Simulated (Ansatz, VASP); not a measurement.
# Cross-check of Ta3Sb between VASP and Ansatz, part 2 of 2

Aim: how closely do two programs agree when they are given the same cell, functional and k mesh? The cell is taken from a series of runs on this material, whose earlier steps may have relaxed, scaled, displaced or heated it; both programs get it as it stands.

VASP 6.6.1 and Ansatz 0.2.0.

So far: The starting structure; VASP: relaxation of cell and atoms, PBEsol.

### Step 3. Ansatz: relaxation of cell and atoms, PBEsol

Level of this step: Ansatz beside VASP: Kohn-Sham DFT, plane waves, PBEsol (Ansatz).

Ansatz runs on its PAW soft_1 files.

The same cell, functional, mesh and smearing now go to Ansatz, which takes its cutoff from its data sets.

Contents of input.yaml:

```yaml
crystal:
  lattice:
    - [5.2394085023, 0.0, 0.0]
    - [0.0, 5.2394085023, 0.0]
    - [0.0, 0.0, 5.2394085023]
  atoms:
    - { symbol: Ta, position: [0.25, 0.0, 0.5] }
    - { symbol: Ta, position: [0.5, 0.75, 0.0] }
    - { symbol: Ta, position: [0.75, 0.0, 0.5] }
    - { symbol: Ta, position: [0.5, 0.25, 0.0] }
    - { symbol: Ta, position: [0.0, 0.5, 0.75] }
    - { symbol: Ta, position: [0.0, 0.5, 0.25] }
    - { symbol: Sb, position: [0.0, 0.0, 0.0] }
    - { symbol: Sb, position: [0.5, 0.5, 0.5] }
kpoints:
  mp_grid: { grid: [8, 8, 8] }
hamiltonian:
  xc: pbesol
  pseudopotentials: { kind: paw, azcp: { folder: soft_1 }, xc_functional: pbe }
scf:
  occupations: { method: fermi_dirac, width: 0.15 }
output:
  forces: true
  stress: true
  eigenvalues: true
  write_density: true
  write_potential: true
  elf: true
  volumetric_format: npy
relax:
  adjacent_minimum: "off"
  f_tol: 0.001
  max_steps: 60
  cell: { stress_tol: 0.01 }
```

The run is started by

```console
$ ansatz run input.yaml --threads 4 --pin off --max-ram 8192MiB --backend cpu --events-out ev --progress --plain --runs-dir out
```

Numbers of over 12 decimals in the logs are rounded to 6 here.

What it wrote:

```text
band count auto-derived: 66 (N_el = 108.0; filled up to band 54; 65 by the electrons, moments and atoms)
Engine: ansatz 0.2.0, x86_64-unknown-linux-gnu
Pseudopotentials: kind: paw
Pseudopotential: Ta, paw, valence charge 13, recommended cutoff 420 eV (normal), soft_1/Ta.paw.azcp
Pseudopotential: Sb, paw, valence charge 15, recommended cutoff 420 eV (normal), soft_1/Sb.paw.azcp
Functional definition: PBEsol
  exchange = pbesol_x
  correlation = pbesol_c
Crystal: 8 atoms, lattice volume = 143.829 Å³
Basis set: ecut = 420 eV, 2801 PW (Γ), exchange–correlation on 72×72×72 points (8 copies of the dense FFT grid, shifted against one another)
Bands: 66, of which v1, the nominal top of the filled ones, is band 54 counted from 1 (53 counted from 0)
Symmetry: 48 space group operations
Space group: Pm-3n (ITA 223), of the structure as read, at distance tolerance 5.2e-5 Å
k-points: 35 of 512
Non-local potential: Ta, projectors of the file, l = 0: 3, l = 1: 2, l = 2: 2, l = 3: 1
Non-local potential: Sb, projectors of the file, l = 0: 2, l = 1: 2, l = 2: 2, l = 3: 1
PAW form: soft (Blöchl's): semilocal exchange-correlation on the pseudo side does not see the compensation charge
PAW frozen core: Ta, regenerated for the run's functional, and the local potential with it (the file was generated under x = pbe(κ = 0.804, μ = 0.219515), c = pbe(β = 0.066725))
PAW frozen core: Sb, regenerated for the run's functional, and the local potential with it (the file was generated under x = pbe(κ = 0.804, μ = 0.219515), c = pbe(β = 0.066725))
PAW one-centre angular grid: Ta, 590 points (default); XC on 64 Gauss nodes
PAW one-centre angular grid: Sb, 590 points (default); XC on 64 Gauss nodes
Initial density: superposition of atomic densities (chi_scale 0.1, normalization cell, long waves kept (reshape's long-wave potential 0.00 eV rms))
Initial wavefunctions: pseudopotential atomic-orbital guess
Functional: x = pbesol(κ = 0.804, μ = 0.123457), c = pbesol(β = 0.046)
SCF iter   1: F=—  HF=-71665.659337 eV  |F-HF|=—  |Δ(HF+E_count)|=         —  Δρ=5.78e-2  dr2=9.56e0  ethr=3.10e-3  ⟨swp⟩=5.9  Hψ=8740  notcnv=0
preconditioner: auto → Kerker (q_TF=auto, 2.601 Å⁻¹)  [metal: Δε(μ)=0.082 eV  Ē_g=5.888 eV  σ=0.150 eV  W_gap=0.13  n_scr=32 (ndim 8)  ℏωp=19.6 eV  f_vac=0.000  D(μ)=3.29/eV (n_scr^D=18)]
SCF iter   2: F=—  HF=-71663.430311 eV  |F-HF|=—  |Δ(HF+E_count)|=    2.23e0  Δρ=3.58e-2  dr2=3.67e0  ethr=3.10e-3  ⟨swp⟩=2.9  Hψ=4251  notcnv=0
SCF iter   3: F=—  HF=-71662.145765 eV  |F-HF|=—  |Δ(HF+E_count)|=    1.28e0  Δρ=6.16e-3  dr2=1.12e-1  ethr=3.10e-3  ⟨swp⟩=3.0  Hψ=3643  notcnv=0
SCF iter   4: F=—  HF=-71662.107704 eV  |F-HF|=—  |Δ(HF+E_count)|=   3.81e-2  Δρ=1.42e-3  dr2=1.91e-3  ethr=1.04e-4  ⟨swp⟩=2.1  Hψ=3766  notcnv=0
[...]
SCF converged after 4 iterations
Free energy (F): -71662.107157 eV
Harris-Foulkes:  -71662.107157 eV  (|F-HF|=1.46e-11)
Internal energy: -71661.827548 eV  (E = F + TS)
E sigma→0 (E₀):  -71661.967352 eV
Entropy (-TS):   -0.279609 eV (-34.951 meV/atom)
Fermi energy:    18.941593 eV
--- Per-component energies (eV) ---
  E_band       = -718.271868
  E_kinetic    = 2705.176002
  E_local      = -5568.449706  (includes V_loc(G=0)·N_el)
  E_nonlocal   = 736.285531
  E_hartree    = 2179.502319
  E_xc         = -2114.299035
  E_vxc        = -1589.805943  (∫ρ·V_xc dr)
  E_paw        = -58033.682773  (= ΣΔE_a)
  E_vpaw       = -1360.483245  (= ΣTr[D̂ρ^β])
  E_aug_tail   = 0.000858  (compensation charges beyond the density's cutoff)
  E_ewald      = -11568.306731
  E_core_change = 1.945987  (= ΣΔE_core)
  E_smearing   = -0.279609  (= −TS)
  E_closure    = 0.000000  (closes the sum)
  Σ components = -71662.107157   (vs F -71662.107157, Δ=0.00e0)
--- Forces (eV/Å), atoms counted from 1 ---
  atom   1  Ta     0.00000000    -0.00000000    -0.00000000
  atom   2  Ta     0.00000000     0.00000000     0.00000000
  atom   3  Ta     0.00000000     0.00000000    -0.00000000
  atom   4  Ta    -0.00000000    -0.00000000     0.00000000
  atom   5  Ta     0.00000000     0.00000000     0.00000000
  atom   6  Ta     0.00000000     0.00000000    -0.00000000
  atom   7  Sb     0.00000000     0.00000000    -0.00000000
  atom   8  Sb     0.00000000    -0.00000000    -0.00000000
  max |Σ_I F_I| component: 1.16e-17 eV/Å
--- Stress (GPa, compression-positive) ---
       -0.000724       0.000000       0.000000
        0.000000      -0.000724      -0.000000
        0.000000       0.000000      -0.000724
  P = ⅓ Tr σ = -0.0007 GPa (-0.007 kbar)
--- Band table (eV; the first three rows and the last of 35) ---
  k-point 0: bands = [... 50 lower, 17.8270, 17.8270, 18.5969, 18.5969, 19.0693, 21.6278, 21.6278, 21.6278, ... 8 higher]
  k-point 1: bands = [... 50 lower, 17.8174, 17.8204, 18.6114, 18.6124, 19.3282, 21.1148, 21.5137, 21.5137, ... 8 higher]
  k-point 2: bands = [... 50 lower, 17.7207, 17.7914, 18.5414, 18.5628, 20.0901, 20.2964, 21.2649, 21.2649, ... 8 higher]
  k-point 34: bands = [... 50 lower, 18.6076, 18.6076, 18.6831, 18.6831, 18.6831, 18.6831, 18.6831, 18.6831, ... 8 higher]
--- Relaxed structure (3 steps of the walk, 2 accepted, 1 SCFs on fresh bases) ---
  F+E_penalty+E_count = -71662.10715710 eV   max|allowed force component| = 8.384e-18 eV/Å   (the final SCF, on the basis selected at the relaxed cell)
  cell:  # Å, volume = 143.9420 Å³
    - [5.240779, 0.0, 0.0]
    - [0.0, 5.240779, 0.0]
    - [0.0, 0.0, 5.240779]
  atoms:
    - { symbol: Ta, position: [0.25, 0, 0.5] }
    - { symbol: Ta, position: [0.5, 0.75, 0] }
    - { symbol: Ta, position: [0.75, 0, 0.5] }
    - { symbol: Ta, position: [0.5, 0.25, 0] }
    - { symbol: Ta, position: [0, 0.5, 0.75] }
    - { symbol: Ta, position: [0, 0.5, 0.25] }
    - { symbol: Sb, position: [0, 0, 0] }
    - { symbol: Sb, position: [0.5, 0.5, 0.5] }
```

Reading the cycles: dr2 is the Hartree energy of the density residual (eV), the measure of convergence; HF is the Harris–Foulkes estimate of the energy, which meets the free energy F at convergence.

### Step 4. Comparison

Known differences besides the potentials themselves: the data sets hold 108 valence electrons in Ansatz (on its PAW soft_1 files) and 76 in VASP; the cutoff is 420 eV in Ansatz and 500 eV in VASP; Ansatz makes its cores anew for this functional, VASP keeps those of its PBE data sets. Total energies have different zeros and are not compared.

Compared:

| quantity | Ansatz | VASP | difference |
| --- | --- | --- | --- |
| volume (Å³) | 143.94 | 144.21 | -0.19 % |
| edge a after relaxation, in the typed setting (Å) | 5.241 | 5.244 | -0.06 % |

### Step 5. Results

| Item | Value |
| --- | --- |
| difference in volume (relaxation of cell and atoms, PBEsol) | -0.19 % |

**Reading.** The difference in volume is -0.19 % (relaxation of cell and atoms, PBEsol), within the 1.2 % picked in this series as the mark of a large difference, as far as the stopping tolerances let one tell. The data sets hold unlike numbers of valence electrons (108 in Ansatz and 76 in VASP), so part of the differences comes from the potentials. Such differences can come from data sets, numerical settings and the points named under the comparisons, not from the functional's error against experiment.

[Lines on the potential files, build, host, timing and source positions are cut from VASP's logs without a mark.]

[Logs are printed without paths, hosts, clocks, repeated set-up lines and the standing remarks that a program may print on its own settings, such as how far it seeks lower states.]

[Hosts, paths, dates, database ids (printed as entryN), source tags and the programs' standing remarks are cut or masked in the printed files.]
